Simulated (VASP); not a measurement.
An input for Quantum ESPRESSO's pw.x (written as the equivalent of a VASP run, and not itself run):

```
&CONTROL
  calculation = 'vc-relax'
  pseudo_dir = './pseudo'
  outdir = './out'
  tprnfor = .true.
  tstress = .true.
  nstep = 60
  forc_conv_thr = 0.00039
/
&SYSTEM
  ibrav = 0
  nat = 2
  ntyp = 2
  ecutwfc = 74
  occupations = 'smearing'
  smearing = 'gaussian'
  degauss = 0.003675
  input_dft = 'vdw-df2-b86r'
/
&ELECTRONS
  conv_thr = 7.3e-08
  electron_maxstep = 100
/
&IONS
/
&CELL
/
ATOMIC_SPECIES
  Li 6.940 Li.upf
  H 1.008 H.upf
CELL_PARAMETERS angstrom
     0.0000000    2.0400000    2.0400000
     2.0400000    0.0000000    2.0400000
     2.0400000    2.0400000    0.0000000
ATOMIC_POSITIONS crystal
  Li   0.0000000  0.0000000  0.0000000
  H    0.5000000  0.5000000  0.5000000
K_POINTS automatic
  10 10 10 0 0 0
```

**Question.** Translate this input to VASP (INCAR, KPOINTS, POSCAR, choice of POTCAR).

**Answer.** One answer among several that fit: 
INCAR:
```
# general
SYSTEM    =  LiH
PREC      =  Accurate
ENCUT     =  520
LREAL     =  .FALSE.
LASPH     =  .TRUE.

# electronic loop
EDIFF     =  1E-6
NELM      =  100
ALGO      =  Normal

# smearing
ISMEAR    =  0
SIGMA     =  0.05

# functional
GGA       =  MK
LUSE_VDW  =  .TRUE.
AGGAC     =  0.0
PARAM1    =  0.1234568
PARAM2    =  0.7114
ZAB_VDW   =  -1.8867

# ions
IBRION    =  2
NSW       =  60
ISIF      =  3
EDIFFG    =  -0.01

# output
LWAVE     =  .FALSE.
LCHARG    =  .FALSE.
```

File POSCAR:
```
LiH
1.0
  0.0000000000   2.0400000000   2.0400000000
  2.0400000000   0.0000000000   2.0400000000
  2.0400000000   2.0400000000   0.0000000000
Li H
1 1
Cartesian
  0.0000000000   0.0000000000   0.0000000000
  2.0400000000   2.0400000000   2.0400000000
```

**KPOINTS**
```
Automatic mesh
0
Gamma
10 10 10
0 0 0
```

POTCAR, in this order: Li_sv H (PBE.64 set). Program: vasp_std.

What does not carry over: the potentials are each code's own (VASP's PAW set, PseudoDojo norm-conserving files in pw.x), so ENCUT and ecutwfc are chosen apart and not converted; conv_thr bounds pw.x's estimated SCF error, while EDIFF bounds the energy change between steps; forc_conv_thr acts on force components and is met together with etot_conv_thr.

The compound is LiH in the rock salt structure. This run relaxes it. Symmetry was kept, so distortions that lower it aren't found.
